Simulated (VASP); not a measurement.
Level of theory: PBE GGA, VASP's PBE PAW potentials (set 64) (plane waves; VASP 6.6.1).

A VASP calculation is set up with these files.

**INCAR**
```
# general
SYSTEM=OSi64
PREC  =Normal
ENCUT =400   # plane-wave cut-off (eV)
LREAL =Auto   # projection in real space or not
LASPH =T   # aspherical one-centre terms
ISYM  =0
NELECT=264.0

# electronic loop
EDIFF =1E-5   # SCF stop (eV)
NELM  =100   # most electronic steps
NELMIN=4
ALGO  =Fast

# smearing
ISMEAR=0   # Gaussian
SIGMA =0.05   # width (eV)

# functional
GGA   =PE   # PBE

# ions
IBRION=2   # conjugate gradients
NSW   =60
ISIF  =2
EDIFFG=-0.03   # ionic stop

# output
LWAVE =F
LCHARG=F
```

File KPOINTS:
```
Automatic mesh
0
gamma
  1 1 1
```

POSCAR:
```
OSi64
1.0
 10.9370747004   0.0000000000   0.0000000000
  0.0000000000  10.9370747004   0.0000000000
  0.0000000000   0.0000000000  10.9370747004
Si O
64 1
Cart
  5.4685373502   0.0000000000   0.0000000000
  6.8356716878   1.3671343376   1.3671343376
  8.2028060253   2.7342686751   0.0000000000
  9.5699403628   4.1014030126   1.3671343376
  8.2028060253   0.0000000000   2.7342686751
  9.5699403628   1.3671343376   4.1014030126
  0.0000000000   0.0000000000   0.0000000000
  1.3671343376   1.3671343376   1.3671343376
  2.7342686751   2.7342686751   0.0000000000
  4.1289097555   4.1063137592   1.3327263005
  5.4685373502   5.4685373502   0.0000000000
  6.8356716878   6.8356716878   1.3671343376
  8.2028060253   8.2028060253   0.0000000000
  9.5699403628   9.5699403628   1.3671343376
  2.7342686751   0.0000000000   2.7342686751
  4.1356798048   1.3777542371   4.0969078749
  5.4889131204   2.7837808123   2.7480384521
  6.7871657615   4.0651137988   4.1160368186
  8.2028060253   5.4685373502   2.7342686751
  9.5699403628   6.8356716878   4.1014030126
  5.4685373502   0.0000000000   5.4685373502
  6.8356716878   1.3671343376   6.8356716878
  8.2028060253   2.7342686751   5.4685373502
  9.5699403628   4.1014030126   6.8356716878
  8.2028060253   0.0000000000   8.2028060253
  9.5699403628   1.3671343376   9.5699403628
  0.0000000000   5.4685373502   0.0000000000
  1.3671343376   6.8356716878   1.3671343376
  2.7342686751   8.2028060253   0.0000000000
  4.1014030126   9.5699403628   1.3671343376
  0.0000000000   2.7342686751   2.7342686751
  1.3739043868   4.1024857830   4.1020811113
  2.7301782092   5.4729449913   2.7419793128
  4.0546142071   6.8052994313   4.0775273786
  5.4685373502   8.2028060253   2.7342686751
  6.8356716878   9.5699403628   4.1014030126
  0.0000000000   0.0000000000   5.4685373502
  1.3671343376   1.3671343376   6.8356716878
  2.6862002318   2.6951358218   5.4428899100
  4.1371016245   4.0521205540   6.7978731576
  5.4474834814   5.4725512566   5.4296888609
  6.8356716878   6.8356716878   6.8356716878
  8.2028060253   8.2028060253   5.4685373502
  9.5699403628   9.5699403628   6.8356716878
  2.7342686751   0.0000000000   8.2028060253
  4.1014030126   1.3671343376   9.5699403628
  5.4685373502   2.7342686751   8.2028060253
  6.8356716878   4.1014030126   9.5699403628
  8.2028060253   5.4685373502   8.2028060253
  9.5699403628   6.8356716878   9.5699403628
  0.0000000000   8.2028060253   2.7342686751
  1.3671343376   9.5699403628   4.1014030126
  0.0000000000   5.4685373502   5.4685373502
  1.3671343376   6.8356716878   6.8356716878
  2.7342686751   8.2028060253   5.4685373502
  4.1014030126   9.5699403628   6.8356716878
  0.0000000000   2.7342686751   8.2028060253
  1.3671343376   4.1014030126   9.5699403628
  2.7342686751   5.4685373502   8.2028060253
  4.1014030126   6.8356716878   9.5699403628
  5.4685373502   8.2028060253   8.2028060253
  6.8356716878   9.5699403628   9.5699403628
  0.0000000000   8.2028060253   8.2028060253
  1.3671343376   9.5699403628   9.5699403628
  4.0794741779   4.0832474686   4.1282207198
```

POTCAR, in this order: Si O (PBE.64 set). Program: vasp_gam.

### Question
What will the output report for the number of irreducible k-points (NKPTS), largest plane-wave count, FFT grid (NGX, NGY, NGZ)?

### Answer

| Item | Value |
|---|---|
| number of irreducible k-points (NKPTS) | 1 |
| largest plane-wave count | 11924 |
| FFT grid (NGX, NGY, NGZ) | 54 × 54 × 54 |

The cell is a supercell with a defect, built from Si (diamond): O_i, charge -2. The run is not spin-polarised, so no state with unpaired spins was tried.
